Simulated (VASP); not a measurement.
Computed with PBE GGA, VASP's PBE PAW potentials (set 64) (plane waves; VASP).

VASP input:

KPOINTS:
```
k-points along high-symmetry lines
15
Line-mode
Reciprocal
  0.000000   0.000000   0.000000 ! GAMMA
  0.000000   0.500000   0.000000 ! X

  0.000000   0.500000   0.000000 ! X
  0.500000   0.500000   0.000000 ! M

  0.500000   0.500000   0.000000 ! M
  0.000000   0.000000   0.000000 ! GAMMA

  0.000000   0.000000   0.000000 ! GAMMA
  0.500000   0.500000   0.500000 ! R

  0.500000   0.500000   0.500000 ! R
  0.000000   0.500000   0.000000 ! X

  0.500000   0.500000   0.500000 ! R
  0.500000   0.500000   0.000000 ! M
```

INCAR:
```
ALGO=Normal
EDIFF=1E-6
ENCUT=400
GGA=PE
ICHARG=11
ISMEAR=0
LASPH=T
LCHARG=F
LMAXMIX=6
LREAL=F
LWAVE=F
NELM=100
PREC=Accurate
SIGMA=0.05
SYSTEM=Cd3HgS4
```

### POSCAR
```
Cd3HgS4
1
    5.9435794909     0.0000000000    -0.0000000000
    0.0000000000     5.9435794909    -0.0000000000
    0.0000000000     0.0000000000     5.9435794909
Hg S Cd
1 4 3
Direct
  1.0000000000   1.0000000000   1.0000000000
  0.2519077011   0.2519077011   0.2519077011
  0.7480922989   0.7480922989   0.2519077011
  0.7480922989   0.2519077011   0.7480922989
  0.2519077011   0.7480922989   0.7480922989
  0.5000000000   0.5000000000   0.0000000000
  0.5000000000   1.0000000000   0.5000000000
  0.0000000000   0.5000000000   0.5000000000
```

POTCAR, in this order: Hg S Cd (PBE.64 set). Program: vasp_std. Read from the step before: CHGCAR.

What VASP printed:

### OSZICAR
```
       N       E                     dE             d eps       ncg     rms          rms(c)
DAV:   1     0.450271698910E+03    0.45027E+03   -0.30666E+04  7764   0.124E+03
DAV:   2     0.522858407984E+01   -0.44504E+03   -0.43670E+03  8696   0.339E+02
DAV:   3    -0.218652138617E+02   -0.27094E+02   -0.26929E+02  9069   0.814E+01
DAV:   4    -0.222392797638E+02   -0.37407E+00   -0.37347E+00  8680   0.915E+00
DAV:   5    -0.222464449117E+02   -0.71651E-02   -0.71624E-02  9012   0.123E+00
DAV:   6    -0.222466422419E+02   -0.19733E-03   -0.19729E-03  8742   0.199E-01
DAV:   7    -0.222466489533E+02   -0.67114E-05   -0.67109E-05  9006   0.340E-02
DAV:   8    -0.222466492155E+02   -0.26225E-06   -0.26221E-06  7173   0.638E-03
   1 F= -.22246649E+02 E0= -.22246649E+02  d E =-.517864E-11
```

OUTCAR:
```
 val. band max:        1.0543590959   @ k =   0.0000   0.0000   0.0000

 cond. band min:       1.6679095216   @ k =   0.0000   0.0000   0.0000



 k-point     1 :       0.0000    0.0000    0.0000
  band No.  band energies     occupation
      1     -11.2105      2.00000
      2     -10.6790      2.00000
      3     -10.6790      2.00000
      4     -10.6790      2.00000
      5      -6.5569      2.00000
      6      -6.5569      2.00000
      7      -6.5569      2.00000
      8      -6.4448      2.00000
      9      -6.3454      2.00000
     10      -6.3454      2.00000
     11      -6.3302      2.00000
     12      -6.3302      2.00000
     13      -6.3302      2.00000
     14      -6.1810      2.00000
     15      -6.1810      2.00000
     16      -6.1365      2.00000
     17      -6.0054      2.00000
     18      -6.0054      2.00000
     19      -6.0054      2.00000
     20      -4.6867      2.00000
     21      -4.6867      2.00000
     22      -4.6798      2.00000
     23      -4.6798      2.00000
     24      -4.6798      2.00000
     25      -3.3369      2.00000
     26      -2.6856      2.00000
     27      -2.6856      2.00000
     28      -0.7923      2.00000
     29      -0.7923      2.00000
     30      -0.7923      2.00000
     31      -0.7198      2.00000
     32      -0.7198      2.00000
     33      -0.7198      2.00000
     34       1.0544      2.00000
     35       1.0544      2.00000
     36       1.0544      2.00000
     37       1.6679      0.00000
     38       4.4784      0.00000
     39       4.6713      0.00000
     40       4.6713      0.00000
     41       4.6713      0.00000
     42       5.3462      0.00000
     43       5.3462      0.00000

 k-point     2 :       0.0000    0.0357    0.0000
  band No.  band energies     occupation
      1     -11.2089      2.00000
      2     -10.6807      2.00000
      3     -10.6791      2.00000
      4     -10.6791      2.00000
      5      -6.5566      2.00000
      6      -6.5565      2.00000
...
```

The density is held fixed in this step, so its total energy and stress have no physical meaning. Unless said otherwise, spin-orbit coupling is left out, though it shifts the bands of the heavy elements here.

The structure was generated: Cd3HgS4 was put into an ordered model structure (P-43m), which need not be its known phase. It was relaxed first, which changed the volume by +6 %.
